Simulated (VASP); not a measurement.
Level of theory: PBEsol GGA, VASP's PBE PAW potentials (set 64) (plane waves; VASP).

A VASP calculation is set up with these files.

### POSCAR
```
KF
1
    0.0000000000     2.6750000000     2.6750000000
    2.6750000000     0.0000000000     2.6750000000
    2.6750000000     2.6750000000     0.0000000000
K F
1 1
Direct
  0.0000000000   0.0000000000   0.0000000000
  0.5000000000   0.5000000000   0.5000000000
```

### KPOINTS
```
Automatic mesh
0
Gamma
8 8 8
0 0 0
```

INCAR:
```
! general
SYSTEM  =  KF
PREC    =  Accurate
ENCUT   =  520   ! plane-wave cut-off (eV)
LREAL   =  .FALSE.   ! projection in real space or not
LASPH   =  .TRUE.

! electronic loop
EDIFF   =  1E-6   ! SCF stop (eV)
NELM    =  100
ALGO    =  Normal

! smearing
ISMEAR  =  0
SIGMA   =  0.05   ! width (eV)

! functional
GGA     =  PS   ! PBEsol

! ions
IBRION  =  2   ! conjugate gradients
NSW     =  60
ISIF    =  3   ! ions, shape and volume
EDIFFG  =  -0.01

! output
LWAVE   =  .FALSE.
LCHARG  =  .FALSE.
```

POTCAR, in this order: K_sv F (PBE.64 set). Program: vasp_std.

Energy and stress use the plane-wave basis of the starting cell.

**Question.** Predict the energy per atom (σ→0), volume per atom, band gap (on the k-mesh).

**Answer.** 
```
Quantity                           Value
------------------------  --------------
energy per atom (σ→0)     -4.261 eV/atom
band gap (on the k-mesh)         6.12 eV
volume per atom            18.73 Å³/atom
```

OSZICAR:
```
...
DAV:   2    -0.852252701720E+01    0.10882E-01   -0.45832E-02   776   0.213E+00    0.222E-01
DAV:   3    -0.852128870794E+01    0.12383E-02   -0.22712E-03  1036   0.541E-01    0.146E-01
DAV:   4    -0.852110102386E+01    0.18768E-03   -0.77930E-04  1204   0.229E-01    0.121E-01
DAV:   5    -0.852114095731E+01   -0.39933E-04   -0.56207E-05  1100   0.582E-02    0.170E-02
DAV:   6    -0.852114674791E+01   -0.57906E-05   -0.22277E-05  1240   0.375E-02    0.511E-03
DAV:   7    -0.852114784824E+01   -0.11003E-05   -0.58642E-07   584   0.824E-03    0.895E-04
DAV:   8    -0.852114780060E+01    0.47642E-07   -0.50680E-08   412   0.278E-03
   3 F= -.85211478E+01 E0= -.85211478E+01  d E =-.194540E-02
```

The compound is KF in the rock salt structure. This run relaxes it. Symmetry was kept, so distortions that lower it aren't found.
